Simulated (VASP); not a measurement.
All values below come from PW91 GGA, VASP's PBE PAW potentials (set 64) (plane waves; VASP 6.6.1).

Input for VASP

KPOINTS:
```
Automatic mesh
0
Gamma
15 15 8
0 0 0
```

POSCAR:
```
Tc
1
    1.3627905443    -2.3604228582     0.0000000000
    1.3627905443     2.3604228582     0.0000000000
    0.0000000000     0.0000000000     4.3600615749
Tc
2
Direct
  0.3333330000   0.6666670000   0.2500000000
  0.6666670000   0.3333330000   0.7500000000
```

**INCAR**
```
# general
SYSTEM =Tc
PREC   =Accurate
ENCUT  =520   # plane-wave cut-off (eV)
LREAL  =F
LASPH  =T

# electronic loop
EDIFF  =1E-7   # SCF stop (eV)
NELM   =100
ALGO   =Normal
LMAXMIX=4   # l cut-off of mixed one-centre charges

# smearing
ISMEAR =1   # Methfessel-Paxton
SIGMA  =0.1

# functional
GGA    =91   # PW91

# ions
IBRION =2   # conjugate gradients
NSW    =30   # most ionic steps
ISIF   =4   # ions and shape, fixed volume
EDIFFG =-0.01   # ionic stop

# output
LWAVE  =F
LCHARG =F
```

POTCAR, in this order: Tc_pv (PBE.64 set). Program: vasp_std.

Output

OSZICAR:
```
       N       E                     dE             d eps       ncg     rms          rms(c)
DAV:   1     0.314849724354E+03    0.31485E+03   -0.16869E+04  4606   0.161E+03
DAV:   2    -0.138085019703E+02   -0.32866E+03   -0.32527E+03  5087   0.459E+02
DAV:   3    -0.219689491282E+02   -0.81604E+01   -0.79814E+01  5469   0.833E+01
DAV:   4    -0.220475284385E+02   -0.78579E-01   -0.78180E-01  5082   0.800E+00
DAV:   5    -0.220483003613E+02   -0.77192E-03   -0.77183E-03  5105   0.719E-01    0.247E+01
DAV:   6    -0.207700436264E+02    0.12783E+01   -0.30752E+00  4892   0.175E+01    0.786E+00
DAV:   7    -0.206193965290E+02    0.15065E+00   -0.56966E-01  5169   0.684E+00    0.977E-01
DAV:   8    -0.206097679911E+02    0.96285E-02   -0.11341E-02  4724   0.114E+00    0.862E-02
DAV:   9    -0.206098589660E+02   -0.90975E-04   -0.18569E-04  5295   0.122E-01    0.199E-02
DAV:  10    -0.206098557650E+02    0.32010E-05   -0.12113E-05  4840   0.309E-02    0.103E-02
DAV:  11    -0.206098554810E+02    0.28404E-06   -0.11238E-06  4900   0.110E-02    0.314E-03
DAV:  12    -0.206098546643E+02    0.81668E-06   -0.16693E-07  2693   0.352E-03    0.200E-04
DAV:  13    -0.206098546622E+02    0.21400E-08   -0.17248E-08  2315   0.101E-03
   1 F= -.20609855E+02 E0= -.20609954E+02  d E =-.206099E+02
       N       E                     dE             d eps       ncg     rms          rms(c)
DAV:   1    -0.206114933728E+02   -0.16387E-02   -0.76823E-02  4598   0.240E+00    0.231E-01
DAV:   2    -0.206101919476E+02    0.13014E-02   -0.21691E-03  4958   0.411E-01    0.102E-01
DAV:   3    -0.206098921391E+02    0.29981E-03   -0.10414E-03  5482   0.229E-01    0.144E-02
DAV:   4    -0.206098934041E+02   -0.12649E-05   -0.20415E-05  4667   0.476E-02    0.409E-03
DAV:   5    -0.206098931647E+02    0.23942E-06   -0.10940E-06  4790   0.712E-03    0.138E-03
DAV:   6    -0.206098931906E+02   -0.25891E-07   -0.68496E-08  2372   0.226E-03
   2 F= -.20609893E+02 E0= -.20609982E+02  d E =-.385284E-04
       N       E                     dE             d eps       ncg     rms          rms(c)
DAV:   1    -0.206101860489E+02   -0.29288E-03   -0.12548E-02  4598   0.971E-01    0.932E-02
DAV:   2    -0.206099740008E+02    0.21205E-03   -0.35469E-04  4928   0.165E-01    0.412E-02
DAV:   3    -0.206099248922E+02    0.49109E-04   -0.17231E-04  5465   0.926E-02    0.583E-03
DAV:   4    -0.206099252461E+02   -0.35393E-06   -0.34656E-06  4675   0.195E-02    0.172E-03
DAV:   5    -0.206099252088E+02    0.37252E-07   -0.19254E-07  3254   0.308E-03
   3 F= -.20609925E+02 E0= -.20610021E+02  d E =-.705467E-04
```

### OUTCAR
```
------------------------ aborting loop because EDIFF is reached ----------------------------------------
  FORCE on cell =-STRESS in cart. coord.  units (eV):
  Direction    XX          YY          ZZ          XY          YZ          ZX
  --------------------------------------------------------------------------------------
  Total        1.7301848      1.7301854      1.7314222      0.0000000     -0.0000000      0.0000000
  in kB       98.8237941     98.8238289     98.8944732      0.0000000     -0.0000000      0.0000000
  external PRESSURE =      98.8473654 kB  Pullay stress =       0.0000000 kB
  volume of cell :       28.05
      direct lattice vectors                 reciprocal lattice vectors
     1.363585054 -2.361799009  0.000000000     0.366680464 -0.211703027  0.000000000
     1.363585054  2.361799009 -0.000000000     0.366680464  0.211703027 -0.000000000
     0.000000000  0.000000000  4.354982132     0.000000000  0.000000000  0.229622067
 POSITION                                       TOTAL-FORCE (eV/Angst)
 -----------------------------------------------------------------------------------
      1.36359      0.78727      1.08875         0.000000     -0.000000      0.000000
      1.36359     -0.78727      3.26624         0.000000      0.000000      0.000000
 -----------------------------------------------------------------------------------
    total drift:                               -0.000025      0.000610     -0.000043
  FREE ENERGIE OF THE ION-ELECTRON SYSTEM (eV)
  ---------------------------------------------------
  free  energy   TOTEN  =       -20.6099252088 eV

  energy  without entropy=      -20.6102120845  energy(sigma->0) =      -20.61002083

 reached required accuracy - stopping structural energy minimisation
```
(Selected blocks of OUTCAR.)

CONTCAR:
```
Tc
   1.00000000000000
     1.3635850536950971   -2.3617990092184895    0.0000000000000000
     1.3635850536950971    2.3617990092184895   -0.0000000000000000
     0.0000000000000000    0.0000000000000000    4.3549821322902380
  Tc
     2
Direct
     0.3333330000000032    0.6666669999999968    0.2500000000000000
     0.6666669999999968    0.3333330000000032    0.7500000000000000
```

File OUTCAR:
```
 val. band max:       12.9561864926   @ k =   0.0667  -0.0000   0.1250

 cond. band min:      12.9674817310   @ k =   0.1333   0.0667   0.0000


 Fermi energy:        12.9578095032

 k-point     1 :       0.0000    0.0000    0.0000
  band No.  band energies     occupation
      1     -26.4391      2.00000
      2     -25.2547      2.00000
      3     -25.2547      2.00000
      4     -25.0507      2.00000
      5     -25.0507      2.00000
      6     -24.9954      2.00000
      7       5.6477      2.00000
      8       7.4428      2.00000
      9      11.3656      2.00000
     10      11.3656      2.00000
     11      11.4892      2.00000
     12      12.1156      2.00000
     13      12.1156      2.00000
     14      12.8032      2.05108
     15      12.8032      2.05111
     16      14.8424     -0.00000
     17      15.5768      0.00000

 k-point     2 :       0.0667   -0.0000    0.0000
  band No.  band energies     occupation
      1     -26.4197      2.00000
      2     -25.2985      2.00000
      3     -25.2691      2.00000
      4     -25.0963      2.00000
      5     -25.0567      2.00000
      6     -25.0038      2.00000
      7       5.8189      2.00000
      8       7.5819      2.00000
      9      11.0036      2.00000
     10      11.5122      2.00000
     11      11.7998      2.00000
     12      12.0271      2.00000
     13      12.2521      2.00000
     14      12.5953      2.00000
     15      12.6856      2.00081
     16      13.8296     -0.00000
     17      15.6531      0.00000

 k-point     3 :       0.1333    0.0000    0.0000
  band No.  band energies     occupation
      1     -26.3630      2.00000
      2     -25.4222      2.00000
      3     -25.3088      2.00000
      4     -25.2228      2.00000
      5     -25.0742      2.00000
      6     -25.0292      2.00000
      7       6.3026      2.00000
      8       7.9440      2.00000
      9      10.5402      2.00000
     10      11.7602      2.00000
     11      11.8016      2.00000
...
```

The compound is Tc in the hcp structure. This cell is one point of a volume scan, at 0.97 of the reference volume. Symmetry was kept, so distortions that lower it aren't found.
